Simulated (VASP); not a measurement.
Write the native input for VASP 6.6.1 that does the following.

* Task: single point
* Functional: PBE
* Potentials or basis: VASP PAW PBE potentials, release 64 (Bi_d, Cr_pv, Mg)
* Cutoff: 520 eV
* k mesh: 5 × 5 × 5
* Occupations: fermi-dirac, width 0.05 eV
* Spin: collinear spin, ferromagnetic start
* Starting moments: [0.0, 3.0, 0.0, 0.0, 0.0, 0.0, 0.0, 0.0] μB
* Further INCAR settings: ALGO = Normal; EDIFF = 1e-07; NBANDS = 34

The structure of Mg6CrBi lies in POSCAR:

```
Mg6CrBi
1.0
    5.2070840000      0.0000000000      0.0000000000
    0.0000000000      3.1696805000      5.5177210000
    0.0000000000     -3.1696805000      5.5177210000
Bi Cr Mg
1 1 6
Direct
    0.5000000000      0.6674680000      0.6674680000
    0.5000000000      0.1668080000      0.1668080000
    0.0000000000      0.8378260000      0.8378260000
    0.0000000000      0.3303550000      0.3303550000
    0.0000000000      0.3215270000      0.8433190000
    0.0000000000      0.8433190000      0.3215270000
    0.5000000000      0.1673140000      0.6653780000
    0.5000000000      0.6653780000      0.1673140000
```

The cell comes from a database or a generator and needn't be the stable form of this composition.

These files were run (other wordings do the same):

INCAR

```
PREC = Accurate
ENCUT = 520
EDIFF = 1E-7
ISMEAR = -1
SIGMA = 0.05
LREAL = False
LASPH = True
NELM = 120
ALGO = Normal
ISIF = 2
LWAVE = False
LCHARG = False
ISPIN = 2
MAGMOM = 0 3 0 0 0 0 0 0
LORBIT = 11
LMAXMIX = 4
GGA = PE
NBANDS = 34
```

KPOINTS

```
regular mesh
0
Gamma
  5 5 5
```

Potentials or basis: VASP PAW PBE potentials, release 64 (Bi_d, Cr_pv, Mg).

Command:

```console
$ cat potpaw_PBE.64/Bi_d/POTCAR potpaw_PBE.64/Cr_pv/POTCAR potpaw_PBE.64/Mg/POTCAR > POTCAR
$ mpirun -np 1 vasp_std > vasp.out
```

It gave:

```
Pressure                                              : -0.5 GPa
Largest force                                         : 0.155 eV/Å
Band gap on the k mesh                                : none (metal or under the smearing width)
Net moment                                            : 4.03 μB per cell
Site moments                                          : Bi -0.04; Cr +3.73; Mg +0.01, -0.01, -0.02 μB
Valence electrons inside the program's atomic spheres : Bi 12.90; Cr 10.47; Mg 0.35, 0.34
```

Caveat: spin-orbit coupling is left out, which moves the levels of the heavy elements.

Run time: 5.8 min on 1 thread of Intel(R) Xeon(R) 6975P-C (Granite Rapids), on a shared host, peak memory 0.53 GiB.
